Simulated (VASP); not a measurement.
# CsCaBO3 (P2_13) in VASP: single point with PBE

Aim: the single point of CsCaBO3 with PBE.

All numbers are computed with VASP 6.6.1; they aren't measurements. Logs are shortened: lines on timing, memory, paths and dates and some standing lists are left out, and cuts for length are marked.

## Step 1: The undisturbed crystal

It takes space group P2_13 (No. 198, cubic). Conventional cell: a = 7.572 Å, b = 7.572 Å, c = 7.572 Å, α = 90.00°, β = 90.00°, γ = 90.00°. Cs (site symmetry 3) has 6 O at 3.15 to 3.22 Å and 1 B at 3.46 Å as nearest neighbours. Ca (site symmetry 3) is surrounded by 6 O at 2.34 to 2.35 Å. Around B (site symmetry 3) lie 3 O at 1.39 Å. O (site symmetry 1) is surrounded by 1 B at 1.39 Å.

## Step 2: Single point, PBE (ions relaxed at fixed cell)

INCAR

```
SYSTEM = CsCaBO3
  PREC = Accurate
  ENCUT = 520
  EDIFF = 1E-6
  ISMEAR = -1
  SIGMA = 0.02
  LREAL = Auto
  LASPH = .True.
  NELM = 100
  ALGO = Fast
  ISIF = 2
  LWAVE = .False.
  LCHARG = .False.
  GGA = PE
  NBANDS = 98
```

KPOINTS

```
regular mesh
0
Gamma
  3 3 3
  0 0 0
```

POSCAR

```
CsCaBO3
1.0
    7.5720000000      0.0000000000      0.0000000000
    0.0000000000      7.5720000000      0.0000000000
    0.0000000000      0.0000000000      7.5720000000
Cs Ca B O
4 4 4 12
Direct
    0.6404679980      0.3595320020      0.8595320020
    0.8595320020      0.6404679980      0.3595320020
    0.1404679980      0.1404679980      0.1404679980
    0.3595320020      0.8595320020      0.6404679980
    0.8562528341      0.8562528341      0.8562528341
    0.6437471659      0.1437471659      0.3562528341
    0.3562528341      0.6437471659      0.1437471659
    0.1437471659      0.3562528341      0.6437471659
    0.0955885472      0.5955885472      0.9044114528
    0.4044114528      0.4044114528      0.4044114528
    0.5955885472      0.9044114528      0.0955885472
    0.9044114528      0.0955885472      0.5955885472
    0.0851526360      0.7331661182      0.0264993359
    0.4148473640      0.2668338818      0.5264993359
    0.5851526360      0.7668338818      0.9735006641
    0.9148473640      0.2331661182      0.4735006641
    0.0264993359      0.0851526360      0.7331661182
    0.5264993359      0.4148473640      0.2668338818
    0.9735006641      0.5851526360      0.7668338818
    0.4735006641      0.9148473640      0.2331661182
    0.7331661182      0.0264993359      0.0851526360
    0.2668338818      0.5264993359      0.4148473640
    0.7668338818      0.9735006641      0.5851526360
    0.2331661182      0.4735006641      0.9148473640
```

Potentials or basis: VASP PAW PBE potentials, release 64 (Cs_sv, Ca_sv, B, O).

The run is started by

```sh
$ cat potpaw_PBE.64/Cs_sv/POTCAR potpaw_PBE.64/Ca_sv/POTCAR potpaw_PBE.64/B/POTCAR potpaw_PBE.64/O/POTCAR > POTCAR
$ mpirun -np 1 vasp_std > vasp.out
```

OUTCAR:

```text
SYSTEM = CsCaBO3
   PREC = Accurate
   ENCUT = 520
   EDIFF = 1E-6
   ISMEAR = -1
   LREAL = Auto
   LASPH = .True.
   NELM = 100
   ISIF = 2
   GGA = PE

 ion  position               nearest neighbor table
   1  0.640  0.360  0.860-
   2  0.860  0.640  0.360-
   3  0.140  0.140  0.140-
   4  0.360  0.860  0.640-
   5  0.856  0.856  0.856-  15 2.34  19 2.34  23 2.34  13 2.35  21 2.35  17 2.35
   6  0.644  0.144  0.356-  16 2.34  18 2.34  21 2.34  20 2.35  14 2.35  23 2.35
   7  0.356  0.644  0.144-  13 2.34  20 2.34  22 2.34  15 2.35  18 2.35  24 2.35
   8  0.144  0.356  0.644-  14 2.34  17 2.34  24 2.34  19 2.35  22 2.35  16 2.35
   9  0.096  0.596  0.904-  13 1.40  19 1.40  24 1.40
  10  0.404  0.404  0.404-  14 1.40  18 1.40  22 1.40
  11  0.596  0.904  0.096-  15 1.40  20 1.40  21 1.40
  12  0.904  0.096  0.596-  16 1.40  17 1.40  23 1.40
  13  0.085  0.733  0.026-   9 1.40   7 2.34   5 2.35
  14  0.415  0.267  0.526-  10 1.40   8 2.34   6 2.35
[... 8 lines left out ...]
  23  0.767  0.974  0.585-  12 1.40   5 2.34   6 2.35
  24  0.233  0.474  0.915-   9 1.40   8 2.34   7 2.35

  LATTYP: Found a simple cubic cell.
 ALAT       =     7.5720000000

  Lattice vectors:

 A1 = (   7.5720000000,   0.0000000000,   0.0000000000)
 A2 = (   0.0000000000,   7.5720000000,   0.0000000000)
 A3 = (   0.0000000000,   0.0000000000,   7.5720000000)

Analysis of symmetry for initial positions (statically):
=====================================================================
 Subroutine PRICEL returns:
 Original cell was already a primitive cell.

 Routine SETGRP: Setting up the symmetry group for a
 simple cubic supercell.

 Subroutine GETGRP returns: Found 12 space group operations
 (whereof  3 operations were pure point group operations)
 out of a pool of 48 trial point group operations.

The static configuration has the point symmetry C_3 .
 The point group associated with its full space group is T   .

Analysis of symmetry for dynamics (positions and initial velocities):
=====================================================================
 Subroutine PRICEL returns:
 Original cell was already a primitive cell.

 Routine SETGRP: Setting up the symmetry group for a
 simple cubic supercell.

 Subroutine GETGRP returns: Found 12 space group operations
 (whereof  3 operations were pure point group operations)
 out of a pool of 48 trial point group operations.

The dynamic configuration has the point symmetry C_3 .
 The point group associated with its full space group is T   .

 Subroutine INISYM returns: Found 12 space group operations
 (whereof  3 operations are pure point group operations),
 and found     1 'primitive' translations

----------------------------------------------------------------------------------------

                                     Primitive cell

  volume of cell :     434.1420

  direct lattice vectors                    reciprocal lattice vectors
     7.572000000  0.000000000  0.000000000     0.132065504  0.000000000  0.000000000
     0.000000000  7.572000000  0.000000000     0.000000000  0.132065504  0.000000000
     0.000000000  0.000000000  7.572000000     0.000000000  0.000000000  0.132065504

  length of vectors
     7.572000000  7.572000000  7.572000000     0.132065504  0.132065504  0.132065504

  position of ions in fractional coordinates (direct lattice)
     0.640467998  0.359532002  0.859532002
     0.859532002  0.640467998  0.359532002
     0.140467998  0.140467998  0.140467998
     0.359532002  0.859532002  0.640467998
     0.856252834  0.856252834  0.856252834
     0.643747166  0.143747166  0.356252834
[... 16 lines left out ...]
     0.766833882  0.973500664  0.585152636
     0.233166118  0.473500664  0.914847364

  ion indices of the primitive-cell ions
   primitive index   ion index
                 1           1
                 2           2
                 3           3
                 4           4
                 5           5
                 6           6
[... 16 lines left out ...]
                23          23
                24          24

----------------------------------------------------------------------------------------

 KPOINTS: regular mesh

Automatic generation of k-mesh.
 Grid dimensions read from file:
 generate k-points for:    3    3    3

 Generating k-lattice:

  Cartesian coordinates                     Fractional coordinates (reciprocal lattice)
     0.044021835  0.000000000  0.000000000     0.333333333  0.000000000  0.000000000
     0.000000000  0.044021835  0.000000000     0.000000000  0.333333333  0.000000000
     0.000000000  0.000000000  0.044021835     0.000000000  0.000000000  0.333333333

  Length of vectors
     0.044021835  0.044021835  0.044021835

  Shift w.r.t. Gamma in fractional coordinates (k-lattice)
     0.000000000  0.000000000  0.000000000

 Subroutine IBZKPT returns following result:
 ===========================================

 Found      4 irreducible k-points:

 Following reciprocal coordinates:
            Coordinates               Weight
  0.000000  0.000000  0.000000      1.000000
  0.333333  0.000000  0.000000      6.000000
  0.333333  0.333333  0.000000     12.000000
  0.333333  0.333333  0.333333      8.000000
   k-points           NKPTS =      4   k-points in BZ     NKDIM =      4   number of bands    NBANDS=     98
   number of dos      NEDOS =    301   number of ions     NIONS =     24
   total plane-waves  NPLWV = 175616
   dimension x,y,z NGX =    56 NGY =   56 NGZ =   56
   dimension x,y,z NGXF=   112 NGYF=  112 NGZF=  112
   ions per type =               4   4   4  12
   NGX,Y,Z   is equivalent  to a cutoff of  12.29, 12.29, 12.29 a.u.
   NGXF,Y,Z  is equivalent  to a cutoff of  24.59, 24.59, 24.59 a.u.
 SYSTEM =  CsCaBO3
   PREC   = accura    normal or accurate (medium, high low for compatibility)
   ISTART =      0    job   : 0-new  1-cont  2-samecut
   ICHARG =      2    charge: 1-file 2-atom 10-const
   ISPIN  =      1    spin polarized calculation?
   LNONCOLLINEAR =      F non collinear calculations
   LSORBIT =      F    spin-orbit coupling
   LASPH  =      T    aspherical Exc in radial PAW
   ENCUT  =  520.0 eV  38.22 Ry    6.18 a.u.  14.08 14.08 14.08*2*pi/ulx,y,z
   NELM   =    100;   NELMIN=  2; NELMDL= -5     # of ELM steps
   EDIFF  = 0.1E-05   stopping-criterion for ELM
   LREAL  =      T    real-space projection
   EDIFFG = 0.1E-04   stopping-criterion for IOM
   NSW    =      0    number of steps for IOM
   IBRION =     -1    ionic relax: 0-MD 1-quasi-New 2-CG
   NFREE  =      0    steps in history (QN), initial steepest desc. (CG)
   ISIF   =      2    stress and relaxation
   ISYM   =      2    0-nonsym 1-usesym 2-fastsym
   POTIM  = 0.5000    time-step for ionic-motion
   TEBEG  =    0.0;   TEEND  =   0.0 temperature during run
   PSTRESS=    0.0 pullay stress
   NELECT =     160.0000    total number of electrons
   NUPDOWN=      -1.0000    fix difference up-down
   EMIN   =  10.00;   EMAX   =-10.00  energy-range for DOS
   EFERMI =   0.00;   METHOD = LEGACY
   ISMEAR =    -1;   SIGMA  =   0.02  broadening in eV -4-tet -1-fermi 0-gaus
   EFERMI_NEDOS =   21; number of points for ismear=-14 and -15
   IALGO  =     68    algorithm
   IMIX   =      4    mixing-type and parameters
     AMIX     =   0.40;   BMIX     =  1.00
     AMIX_MAG =   1.60;   BMIX_MAG =  1.00
  volume/ion in A,a.u.               =      18.09       122.07
  Fermi-wavevector in a.u.,A,eV,Ry     =   1.173737  2.218042 18.744190  1.377659
  Thomas-Fermi vector in A             =   2.310146
   LORBIT       =      0    0 simple, 1 ext, 2 COOP (PROOUT), +10 PAW based schemes
   GGA     = PE    functional components
   LHFCALC =     F    Hartree Fock is set to
   AEXX    =    0.0000 exact exchange contribution
   IVDW    =     0    specifies the selected vdW correction
   LEPSILON=     F    determine dielectric tensor
   LRPA    =     F    only Hartree local field effects (RPA)
 non-spin polarized calculation
 RMM-DIIS sequential band-by-band and
  energy-cutoff  :      520.00
  volume of cell :      434.14
 maximum number of plane-waves:     11753
   NGX = 29   NGY = 29   NGZ = 29

 number of electron     159.9999972 magnetization

 Free energy of the ion-electron system (eV)
  ---------------------------------------------------
  ext. energy  EPLUGINS =         0.00000000
  ---------------------------------------------------
  free energy    TOTEN  =      -159.29194304 eV

  energy without entropy =     -159.29194304  energy(sigma->0) =     -159.29194304

 E-fermi :   0.9922     XC(G=0):  -8.7693

 val. band max:        0.4803135020   @ k =   0.0000   0.0000   0.0000
 cond. band min:       4.5382413807   @ k =   0.0000   0.0000   0.0000
 fundamental gap:      4.0579278787
 Fermi energy:         0.9922298059

 k-point     1 :       0.0000    0.0000    0.0000
  band No.  band energies     occupation
      1     -36.8002      2.00000
      2     -36.7962      2.00000
      3     -36.7962      2.00000
      4     -36.7962      2.00000
      5     -19.4154      2.00000
      6     -19.3553      2.00000
[... 84 lines left out ...]
     91       7.1258      0.00000
     92       7.1271      0.00000

 k-point     2 :       0.3333    0.0000    0.0000
  band No.  band energies     occupation
      1     -36.7994      2.00000
      2     -36.7977      2.00000
      3     -36.7960      2.00000
      4     -36.7957      2.00000
      5     -19.4053      2.00000
      6     -19.3796      2.00000
[... 84 lines left out ...]
     91       7.0876      0.00000
     92       7.2031      0.00000

 k-point     3 :       0.3333    0.3333    0.0000
  band No.  band energies     occupation
      1     -36.7989      2.00000
      2     -36.7979      2.00000
      3     -36.7962      2.00000
      4     -36.7959      2.00000
      5     -19.3980      2.00000
      6     -19.3831      2.00000
[... 84 lines left out ...]
     91       7.1408      0.00000
     92       7.3837      0.00000

 k-point     4 :       0.3333    0.3333    0.3333
  band No.  band energies     occupation
      1     -36.7984      2.00000
      2     -36.7977      2.00000
      3     -36.7966      2.00000
      4     -36.7962      2.00000
      5     -19.3915      2.00000
      6     -19.3813      2.00000
[... 84 lines left out ...]
     91       7.1684      0.00000
     92       7.1774      0.00000
 [bands above 92 left out]

------------------------ aborting loop because EDIFF is reached ----------------------------------------

  FORCE on cell =-STRESS in cart. coord.  units (eV):
  Direction    XX          YY          ZZ          XY          YZ          ZX
  --------------------------------------------------------------------------------------
  -------------------------------------------------------------------------------------
  Total        4.6158733      4.6158733      4.6158733      0.0000000      0.0000000      0.0000000
  in kB       17.0346277     17.0346277     17.0346277      0.0000000      0.0000000      0.0000000
  external PRESSURE =      17.0346277 kB  Pullay stress =       0.0000000 kB

 VOLUME and BASIS-vectors are now :
 -----------------------------------------------------------------------------
  energy-cutoff  :      520.00
  volume of cell :      434.14
      direct lattice vectors                 reciprocal lattice vectors
     7.572000000  0.000000000  0.000000000     0.132065504  0.000000000  0.000000000
     0.000000000  7.572000000  0.000000000     0.000000000  0.132065504  0.000000000
     0.000000000  0.000000000  7.572000000     0.000000000  0.000000000  0.132065504

 POSITION                                       TOTAL-FORCE (eV/Angst)
 -----------------------------------------------------------------------------------
      4.84962      2.72238      6.50838        -0.006038      0.006038      0.006038
      6.50838      4.84962      2.72238         0.006038     -0.006038      0.006038
      1.06362      1.06362      1.06362        -0.006038     -0.006038     -0.006038
      2.72238      6.50838      4.84962         0.006038      0.006038     -0.006038
      6.48355      6.48355      6.48355        -0.001545     -0.001545     -0.001545
      4.87445      1.08845      2.69755         0.001545      0.001545     -0.001545
[... 16 lines left out ...]
      5.80647      7.37135      4.43078        -0.045074     -0.063441     -0.018042
      1.76553      3.58535      6.92722         0.045074     -0.063441      0.018042
 -----------------------------------------------------------------------------------
    total drift:                                0.000000      0.000000      0.000000

  FREE ENERGIE OF THE ION-ELECTRON SYSTEM (eV)
  ---------------------------------------------------
  free  energy   TOTEN  =      -159.2919430448 eV

  energy  without entropy=     -159.2919430448  energy(sigma->0) =     -159.29194304
```

Wall time 8.4 min (1 thread of Intel Xeon Platinum 8488C (Sapphire Rapids), shared host); peak memory 0.48 GiB.

What came out:

- Free energy: -159.2919 eV
- Pressure: 1.7 GPa
- Largest force: 0.080 eV/Å
- Band gap on the k mesh: 4.06 eV, direct

Forces in eV/Å, atoms in the order of the input:
```
Cs  -0.006  0.006  0.006
Cs   0.006 -0.006  0.006
Cs  -0.006 -0.006 -0.006
Cs   0.006  0.006 -0.006
Ca  -0.002 -0.002 -0.002
Ca   0.002  0.002 -0.002
Ca  -0.002  0.002  0.002
Ca   0.002 -0.002  0.002
B    0.000  0.000  0.000
B    0.000  0.000  0.000
B    0.000  0.000  0.000
B    0.000  0.000  0.000
O   -0.018  0.045  0.063
O    0.018 -0.045  0.063
O   -0.018 -0.045 -0.063
O    0.018  0.045 -0.063
O    0.063 -0.018  0.045
O    0.063  0.018 -0.045
O   -0.063 -0.018 -0.045
O   -0.063  0.018  0.045
O    0.045  0.063 -0.018
O   -0.045  0.063  0.018
O   -0.045 -0.063 -0.018
O    0.045 -0.063  0.018
```

Levels at points of the mesh, in eV from the valence-band top:
| k point | band 76 | band 77 | band 78 | band 79 | band 80 | band 81 | band 82 | band 83 | band 84 | band 85 |
| --- | --- | --- | --- | --- | --- | --- | --- | --- | --- | --- |
| (0.00, 0.00, 0.00) | -0.56 | -0.32 | -0.32 | -0.32 | 0.00 | 4.06 | 5.43 | 5.43 | 5.43 | 6.27 |

Caveat: spin-orbit coupling is left out, which moves the levels of the heavy elements.
